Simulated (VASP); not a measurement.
An input for Ansatz (written as the equivalent of a VASP run, and not itself run):

Ansatz 0.2 input:
```yaml
crystal:
  lattice:
    - [1.6150000, -2.7972620, 0.0000000]
    - [1.6150000, 2.7972620, 0.0000000]
    - [0.0000000, 0.0000000, 5.1500000]
  atoms:
    - { symbol: Zr, position: [0.3333330, 0.6666670, 0.2500000] }
    - { symbol: Zr, position: [0.6666670, 0.3333330, 0.7500000] }
kpoints:
  mp_grid: { grid: [12, 12, 7] }
hamiltonian:
  xc: pbe
  pseudopotentials: { kind: paw }
scf:
  occupations: { method: methfessel_paxton, width: 0.1 }
  max_iter: 100
relax:
  max_steps: 60
  f_tol: 0.01
  cell: {}
output: { forces: true, stress: true, eigenvalues: true }
```

Q: Translate this input to VASP (INCAR, KPOINTS, POSCAR, choice of POTCAR).

A: One answer among several that fit: 
### POSCAR
```
Zr
1
    1.6150000000    -2.7972620000     0.0000000000
    1.6150000000     2.7972620000     0.0000000000
    0.0000000000     0.0000000000     5.1500000000
Zr
2
Direct
  0.3333330000   0.6666670000   0.2500000000
  0.6666670000   0.3333330000   0.7500000000
```

### KPOINTS
```
K-points
0
G
 12 12 7
0 0 0
```

### INCAR
```
! general
SYSTEM =Zr
PREC   =Accurate
ENCUT  =480
LREAL  =F
LASPH  =T

! electronic loop
EDIFF  =1E-6
NELM   =100
ALGO   =Normal
LMAXMIX=4

! smearing
ISMEAR =1
SIGMA  =0.1

! functional
GGA    =PE

! ions
IBRION =2
NSW    =60
ISIF   =3
EDIFFG =-0.01

! output
LWAVE  =F
LCHARG =F
```

POTCAR, in this order: Zr_sv (PBE.64 set). Program: vasp_std.

The two are equivalent in intent, not identical: each code has its own PAW files, so the cut-off isn't converted (ENCUT is set for VASP's; basis.ecutwfc is left out, and Ansatz then takes the one that its files recommend); Ansatz stops its SCF on the density residual and VASP on the energy change (EDIFF).

The compound is Zr in the hcp structure. This run relaxes it. Symmetry was kept, so distortions that lower it aren't found.
